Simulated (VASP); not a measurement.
The input files of a VASP run:

KPOINTS:
```
Automatic mesh
0
Gamma
11 11 11
0 0 0
```

**POSCAR**
```
ScAl3
1.0
  4.0878100000   0.0000000000   0.0000000000
  0.0000000000   4.0878100000   0.0000000000
  0.0000000000   0.0000000000   4.0878100000
Sc Al
1 3
Cartesian
  0.0000000000   0.0000000000   0.0000000000
  2.0439050000   0.0000000000   2.0439050000
  0.0000000000   2.0439050000   2.0439050000
  2.0439050000   2.0439050000   0.0000000000
```

### INCAR
```
ALGO=Normal
EDIFF=1E-6
ENCUT=300
ISIF=2
ISMEAR=0
LASPH=.True.
LCHARG=.False.
LMAXMIX=4
LREAL=.False.
LWAVE=.False.
NELM=100
PREC=Accurate
SIGMA=0.1
SYSTEM=ScAl3
```

POTCAR, in this order: Sc_sv Al (LDA.64 set). Program: vasp_std.

### Question
Write an equivalent input for Ansatz.

### Answer
One equivalent input (not run):
Ansatz 0.2 input:
```yaml
crystal:
  lattice:
    - [4.0878100, 0.0000000, 0.0000000]
    - [0.0000000, 4.0878100, 0.0000000]
    - [0.0000000, 0.0000000, 4.0878100]
  atoms:
    - { symbol: Sc, position: [0.0000000, 0.0000000, 0.0000000] }
    - { symbol: Al, position: [0.5000000, 0.0000000, 0.5000000] }
    - { symbol: Al, position: [0.0000000, 0.5000000, 0.5000000] }
    - { symbol: Al, position: [0.5000000, 0.5000000, 0.0000000] }
kpoints:
  mp_grid: { grid: [11, 11, 11] }
hamiltonian:
  xc: lda
  pseudopotentials: { kind: paw }
scf:
  occupations: { method: gaussian, width: 0.1 }
  max_iter: 100
output: { forces: true, stress: true, eigenvalues: true }
```
Limits of the translation: each code has its own PAW files, so the cut-off isn't converted (ENCUT is set for VASP's; basis.ecutwfc is left out, and Ansatz then takes the one that its files recommend); Ansatz stops its SCF on the density residual and VASP on the energy change (EDIFF); Ansatz's lda is the Perdew-Wang form, while the LDA potentials of VASP carry Perdew-Zunger's.

The structure comes from a computed database's ScAl3 entry (Pm-3m); how it stands against other phases isn't given here. The cell was not relaxed at this level. The run is one of a series of settings (GGA removed, POTCAR Sc_sv Al (LDA.64 set) against the base run), some of them coarse on purpose.
